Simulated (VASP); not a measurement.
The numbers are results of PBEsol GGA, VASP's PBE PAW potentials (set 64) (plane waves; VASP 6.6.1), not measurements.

Input for VASP

POSCAR:
```
TiC
1
    0.0000000000     2.1687954337     2.1687954337
    2.1687954337     0.0000000000     2.1687954337
    2.1687954337     2.1687954337     0.0000000000
Ti C
1 1
Direct
  0.0000000000   0.0000000000   0.0000000000
  0.5000000000   0.5000000000   0.5000000000
```

INCAR:
```
# general
SYSTEM   =  TiC
PREC     =  Accurate
ENCUT    =  520
LREAL    =  .FALSE.   # projection in real space or not
LASPH    =  .TRUE.

# electronic loop
EDIFF    =  1E-7   # SCF stop (eV)
NELM     =  100
ALGO     =  Normal   # blocked Davidson
LMAXMIX  =  4   # l cut-off of mixed one-centre charges

# smearing
ISMEAR   =  1   # Methfessel-Paxton
SIGMA    =  0.1

# functional
GGA      =  PS   # PBEsol

# ions
ISIF     =  2   # forces and stress, cell fixed

# output
LWAVE    =  .FALSE.
LCHARG   =  .FALSE.
```

**KPOINTS**
```
Automatic mesh
0
Gamma
15 15 15
0 0 0
```

POTCAR, in this order: Ti_sv C (PBE.64 set). Program: vasp_std.

What VASP printed:

OSZICAR:
```
       N       E                     dE             d eps       ncg     rms          rms(c)
DAV:   1     0.116071993106E+03    0.11607E+03   -0.84645E+03  2880   0.159E+03
DAV:   2    -0.155156942842E+02   -0.13159E+03   -0.12529E+03  3008   0.381E+02
DAV:   3    -0.247538279760E+02   -0.92381E+01   -0.89001E+01  3744   0.968E+01
DAV:   4    -0.252126599157E+02   -0.45883E+00   -0.45818E+00  3772   0.203E+01
DAV:   5    -0.252275033935E+02   -0.14843E-01   -0.14842E-01  3860   0.321E+00    0.188E+01
DAV:   6    -0.204251892127E+02    0.48023E+01   -0.30504E+01  3404   0.699E+01    0.693E+00
DAV:   7    -0.198364505375E+02    0.58874E+00   -0.44264E+00  3444   0.271E+01    0.495E+00
DAV:   8    -0.197919545492E+02    0.44496E-01   -0.16700E-01  3044   0.564E+00    0.264E+00
DAV:   9    -0.197929647432E+02   -0.10102E-02   -0.12780E-01  3228   0.430E+00    0.888E-01
DAV:  10    -0.197887003254E+02    0.42644E-02   -0.16310E-02  3820   0.198E+00    0.540E-01
DAV:  11    -0.197874878853E+02    0.12124E-02   -0.80187E-03  3144   0.133E+00    0.123E-01
DAV:  12    -0.197873734961E+02    0.11439E-03   -0.71696E-04  3144   0.449E-01    0.348E-02
DAV:  13    -0.197873611549E+02    0.12341E-04   -0.39084E-05  4380   0.841E-02    0.105E-02
DAV:  14    -0.197873607448E+02    0.41006E-06   -0.18682E-06  3172   0.164E-02    0.230E-03
DAV:  15    -0.197873604484E+02    0.29647E-06   -0.34284E-07  3312   0.451E-03    0.450E-04
DAV:  16    -0.197873603873E+02    0.61023E-07   -0.15777E-08  1568   0.116E-03
   1 F= -.19787360E+02 E0= -.19787259E+02  d E =-.304019E-03
```

**OUTCAR**
```
------------------------ aborting loop because EDIFF is reached ----------------------------------------
  FORCE on cell =-STRESS in cart. coord.  units (eV):
  Direction    XX          YY          ZZ          XY          YZ          ZX
  --------------------------------------------------------------------------------------
  Total       -0.9542007     -0.9542007     -0.9542007      0.0000000      0.0000000     -0.0000000
  in kB      -74.9315192    -74.9315192    -74.9315192      0.0000000      0.0000000     -0.0000000
  external PRESSURE =     -74.9315192 kB  Pullay stress =       0.0000000 kB
  volume of cell :       20.40
      direct lattice vectors                 reciprocal lattice vectors
     0.000000000  2.168795434  2.168795434    -0.230542721  0.230542721  0.230542721
     2.168795434  0.000000000  2.168795434     0.230542721 -0.230542721  0.230542721
     2.168795434  2.168795434  0.000000000     0.230542721  0.230542721 -0.230542721
 POSITION                                       TOTAL-FORCE (eV/Angst)
 -----------------------------------------------------------------------------------
      0.00000      0.00000      0.00000         0.000000      0.000000      0.000000
      2.16880      2.16880      2.16880        -0.000000     -0.000000     -0.000000
 -----------------------------------------------------------------------------------
    total drift:                                0.000000     -0.000000     -0.000000
  FREE ENERGIE OF THE ION-ELECTRON SYSTEM (eV)
  ---------------------------------------------------
  free  energy   TOTEN  =       -19.7873603873 eV

  energy  without entropy=      -19.7870563682  energy(sigma->0) =      -19.78725905
```
(Selected blocks of OUTCAR.)

### OUTCAR
```
 val. band max:        9.2206044991   @ k =   0.3333   0.2667   0.0000

 cond. band min:       9.2347859534   @ k =   0.4000   0.3333   0.0000


 Fermi energy:         9.2309708907

 k-point     1 :       0.0000    0.0000    0.0000
  band No.  band energies     occupation
      1     -47.0892      2.00000
      2     -23.2181      2.00000
      3     -23.2181      2.00000
      4     -23.2181      2.00000
      5      -3.0965      2.00000
      6       9.9146     -0.00000
      7       9.9146     -0.00000
      8       9.9146     -0.00000
      9      10.9496     -0.00000
     10      10.9496     -0.00000
     11      10.9496     -0.00000
     12      10.9695     -0.00000

 k-point     2 :       0.0667    0.0000    0.0000
  band No.  band energies     occupation
      1     -47.0861      2.00000
      2     -23.2405      2.00000
      3     -23.2202      2.00000
      4     -23.2202      2.00000
      5      -2.9957      2.00000
      6       9.4321     -0.01542
      7       9.6857     -0.00000
      8       9.6857     -0.00000
      9      10.2609     -0.00000
     10      10.2609     -0.00000
     11      11.1989     -0.00000
     12      12.0342      0.00000

 k-point     3 :       0.1333    0.0000    0.0000
  band No.  band energies     occupation
      1     -47.0771      2.00000
      2     -23.3034      2.00000
      3     -23.2262      2.00000
      4     -23.2262      2.00000
      5      -2.7003      2.00000
      6       8.4812      2.00000
      7       8.8679      2.00000
      8       8.8679      2.00000
      9      10.3700     -0.00000
     10      10.3700     -0.00000
     11      11.5348      0.00000
     12      13.1687      0.00000

 k-point     4 :       0.2000    0.0000    0.0000
  band No.  band energies     occupation
      1     -47.0640      2.00000
      2     -23.3950      2.00000
      3     -23.2349      2.00000
      4     -23.2349      2.00000
      5      -2.2312      2.00000
      6       7.3737      2.00000
...
```

The compound is TiC in the rock salt structure. This cell is one point of a volume scan, at 1.03 of the reference volume.
